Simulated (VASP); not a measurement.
Level of theory: PBE GGA with D3 dispersion (Becke-Johnson damping), VASP's PBE PAW potentials (set 64) (plane waves; VASP).

VASP ran on this input.

KPOINTS:
```
Automatic mesh
0
Gamma
13 13 13
0 0 0
```

**INCAR**
```
SYSTEM = MoSi2
PREC = Accurate
ENCUT = 520
EDIFF = 1E-7
NELM = 100
ALGO = Normal
LREAL = .FALSE.
LASPH = .TRUE.
ISMEAR = 1
SIGMA = 0.1
GGA = PE
IVDW = 12
LMAXMIX = 4
LWAVE = .FALSE.
LCHARG = .FALSE.
ISIF = 4
IBRION = 2
NSW = 30
EDIFFG = -0.01
```

### POSCAR
```
MoSi2
1
   -1.5568058166     1.5568058166     3.8187567239
    1.5568058166    -1.5568058166     3.8187567239
    1.5568058166     1.5568058166    -3.8187567239
Si Mo
2 1
Direct
  0.6655014272   0.6655014272   1.0000000000
  0.3344985728   0.3344985728   0.0000000000
  1.0000000000   1.0000000000   1.0000000000
```

POTCAR, in this order: Si Mo_sv (PBE.64 set). Program: vasp_std.

Q: What does the run give for the energy per atom (σ→0), dispersion energy, band gap (on the k-mesh)?

A: 
- energy per atom (σ→0): -8295 meV/atom
- dispersion energy: -1.885 eV
- band gap (on the k-mesh): none (metal, semimetal or under 0.01 eV)

### OSZICAR
```
...
       N       E                     dE             d eps       ncg     rms          rms(c)
DAV:   1    -0.229997925104E+02   -0.21527E-03   -0.82964E-03  6776   0.788E-01    0.691E-02
DAV:   2    -0.229996792403E+02    0.11327E-03   -0.34829E-04  6993   0.145E-01    0.387E-02
DAV:   3    -0.229996546012E+02    0.24639E-04   -0.63813E-05  7266   0.650E-02    0.127E-02
DAV:   4    -0.229996521183E+02    0.24828E-05   -0.86053E-06  7294   0.234E-02    0.550E-03
DAV:   5    -0.229996519541E+02    0.16427E-06   -0.56827E-07  6559   0.541E-03    0.283E-03
DAV:   6    -0.229996519397E+02    0.14385E-07   -0.34302E-08  3213   0.140E-03
   4 F= -.24884442E+02 E0= -.24884396E+02  d E =-.647328E-04
```

The compound is MoSi2 in the MoSi2 type structure. This cell is one point of a volume scan, at 0.94 of the reference volume. Symmetry was kept, so distortions that lower it aren't found.
